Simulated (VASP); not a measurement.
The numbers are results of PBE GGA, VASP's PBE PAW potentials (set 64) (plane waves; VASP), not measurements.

Input for VASP

File POSCAR:
```
Sn
1
   -3.0220204909     3.0220204909     1.6455518799
    3.0220204909    -3.0220204909     1.6455518799
    3.0220204909     3.0220204909    -1.6455518799
Sn
2
Direct
  0.2500000000   0.7500000000   0.5000000000
  0.0000000000   0.0000000000   0.0000000000
```

KPOINTS:
```
kpoints
0
G
13 13 13
```

**INCAR**
```
SYSTEM=Sn
PREC=Accurate; ENCUT=520; LREAL=.FALSE.
LASPH=.TRUE.
EDIFF=1E-7; NELM=100; ALGO=Normal
LMAXMIX=4
ISMEAR=1; SIGMA=0.1
GGA=PE
IBRION=2; NSW=30; ISIF=4
EDIFFG=-0.01
LWAVE=.FALSE.; LCHARG=.FALSE.
```

POTCAR, in this order: Sn_d (PBE.64 set). Program: vasp_std.

Output of the run:

### OUTCAR
```
 ion  position               nearest neighbor table
   1  0.250  0.750  0.500-   2 3.13   2 3.13   2 3.13   2 3.13
   2  0.000  0.000  0.000-   1 3.13   1 3.13   1 3.13   1 3.13
  LATTYP: Found a body centered tetragonal cell.
 ALAT       =     6.0440409818
 C/A-ratio  =     0.5445204243
 Subroutine PRICEL returns:
 Original cell was already a primitive cell.
 Subroutine GETGRP returns: Found 16 space group operations
The static configuration has the point symmetry D_2d.
 The point group associated with its full space group is D_4h.
The dynamic configuration has the point symmetry D_2d.
 Subroutine INISYM returns: Found 16 space group operations
 Subroutine IBZKPT returns following result:
 Found    196 irreducible k-points:

 Following reciprocal coordinates:
            Coordinates               Weight
  0.000000  0.000000  0.000000      1.000000
  0.076923  0.000000 -0.000000      8.000000
  0.153846  0.000000 -0.000000      8.000000
  0.230769  0.000000 -0.000000      8.000000
  0.307692  0.000000 -0.000000      8.000000
  0.384615  0.000000  0.000000      8.000000
  0.461538  0.000000  0.000000      8.000000
  0.076923  0.076923 -0.000000      8.000000
  0.153846  0.076923 -0.000000     16.000000
  0.230769  0.076923 -0.000000     16.000000
  0.307692  0.076923 -0.000000     16.000000
  0.384615  0.076923  0.000000     16.000000
  0.461538  0.076923  0.000000     16.000000
 -0.461538  0.076923  0.000000     16.000000
 -0.384615  0.076923 -0.000000     16.000000
 -0.307692  0.076923  0.000000     16.000000
 -0.230769  0.076923  0.000000     16.000000
 -0.153846  0.076923  0.000000     16.000000
 -0.076923  0.076923  0.000000      4.000000
  0.153846  0.153846 -0.000000      8.000000
  0.230769  0.153846 -0.000000     16.000000
  0.307692  0.153846 -0.000000     16.000000
  0.384615  0.153846  0.000000     16.000000
  0.461538  0.153846 -0.000000     16.000000
 -0.461538  0.153846  0.000000     16.000000
 -0.384615  0.153846  0.000000     16.000000
 -0.307692  0.153846  0.000000     16.000000
 -0.230769  0.153846  0.000000     16.000000
 -0.153846  0.153846  0.000000      4.000000
  0.230769  0.230769 -0.000000      8.000000
  0.307692  0.230769  0.000000     16.000000
  0.384615  0.230769 -0.000000     16.000000
  0.461538  0.230769  0.000000     16.000000
 -0.461538  0.230769  0.000000     16.000000
 -0.384615  0.230769  0.000000     16.000000
 -0.307692  0.230769  0.000000     16.000000
 -0.230769  0.230769  0.000000      4.000000
  0.307692  0.307692 -0.000000      8.000000
  0.384615  0.307692 -0.000000     16.000000
  0.461538  0.307692 -0.000000     16.000000
   k-points           NKPTS =    196   k-points in BZ     NKDIM =    196   number of bands    NBANDS=     18
   number of dos      NEDOS =    301   number of ions     NIONS =      2
   total plane-waves  NPLWV =  46656
   dimension x,y,z NGX =    36 NGY =   36 NGZ =   36
   dimension x,y,z NGXF=    72 NGYF=   72 NGZF=   72
   ions per type =               2
   PREC   = accura    normal or accurate (medium, high low for compatibility)
   ISTART =      0    job   : 0-new  1-cont  2-samecut
   ICHARG =      2    charge: 1-file 2-atom 10-const
   ISPIN  =      1    spin polarized calculation?
   LNONCOLLINEAR =      F non collinear calculations
   LSORBIT =      F    spin-orbit coupling
   INIWAV =      1    electr: 0-lowe 1-rand  2-diag
   ENCUT  =  520.0 eV  38.22 Ry    6.18 a.u.   8.52  8.52  8.52*2*pi/ulx,y,z
   NELM   =    100;   NELMIN=  2; NELMDL= -5     # of ELM steps
   EDIFF  = 0.1E-06   stopping-criterion for ELM
   LREAL  =      F    real-space projection
...
```

**OSZICAR**
```
       N       E                     dE             d eps       ncg     rms          rms(c)
DAV:   1     0.200236195295E+03    0.20024E+03   -0.15056E+04  7064   0.234E+03
DAV:   2     0.104796161112E+02   -0.18976E+03   -0.18768E+03  7068   0.442E+02
DAV:   3    -0.704387696381E+01   -0.17523E+02   -0.17348E+02  8132   0.139E+02
DAV:   4    -0.757984418178E+01   -0.53597E+00   -0.53450E+00  8050   0.264E+01
DAV:   5    -0.760034377668E+01   -0.20500E-01   -0.20495E-01  9450   0.480E+00    0.198E+00
DAV:   6    -0.758884272204E+01    0.11501E-01   -0.33746E-02  9004   0.270E+00    0.111E+00
DAV:   7    -0.758726456159E+01    0.15782E-02   -0.20276E-02  9080   0.204E+00    0.155E-01
DAV:   8    -0.758730155290E+01   -0.36991E-04   -0.18056E-03  7880   0.628E-01    0.355E-02
DAV:   9    -0.758731121389E+01   -0.96610E-05   -0.55414E-05  9186   0.779E-02    0.137E-02
DAV:  10    -0.758731075773E+01    0.45616E-06   -0.77735E-06  8536   0.393E-02    0.158E-03
DAV:  11    -0.758731089341E+01   -0.13568E-06   -0.32413E-07  6244   0.817E-03    0.107E-03
DAV:  12    -0.758731064267E+01    0.25074E-06   -0.65714E-08  3814   0.325E-03    0.274E-04
DAV:  13    -0.758731068250E+01   -0.39827E-07   -0.14693E-08  3726   0.182E-03
   1 F= -.75873107E+01 E0= -.75871827E+01  d E =-.758731E+01
```

**OUTCAR**
```
------------------------ aborting loop because EDIFF is reached ----------------------------------------
  FORCE on cell =-STRESS in cart. coord.  units (eV):
  Direction    XX          YY          ZZ          XY          YZ          ZX
  --------------------------------------------------------------------------------------
  Total       -0.9189439     -0.9189439     -0.9221096      0.0000000      0.0000000      0.0000000
  in kB      -24.4925038    -24.4925038    -24.5768808      0.0000000      0.0000000      0.0000000
  external PRESSURE =     -24.5206295 kB  Pullay stress =       0.0000000 kB
  volume of cell :       60.11
      direct lattice vectors                 reciprocal lattice vectors
    -3.022020491  3.022020491  1.645551880     0.000000000  0.165452220  0.303849430
     3.022020491 -3.022020491  1.645551880     0.165452220  0.000000000  0.303849430
     3.022020491  3.022020491 -1.645551880     0.165452220  0.165452220  0.000000000
 POSITION                                       TOTAL-FORCE (eV/Angst)
 -----------------------------------------------------------------------------------
      3.02202      0.00000      0.82278        -0.000000      0.000000      0.000000
      0.00000      0.00000      0.00000         0.000000     -0.000000     -0.000000
 -----------------------------------------------------------------------------------
    total drift:                               -0.000000     -0.000000      0.000000
  FREE ENERGIE OF THE ION-ELECTRON SYSTEM (eV)
  ---------------------------------------------------
  free  energy   TOTEN  =        -7.5873106825 eV

  energy  without entropy=       -7.5869265888  energy(sigma->0) =       -7.58718265

 reached required accuracy - stopping structural energy minimisation
```
(Selected blocks of OUTCAR.)

The compound is Sn in the beta structure. This cell is one point of a volume scan, at 1.06 of the reference volume.
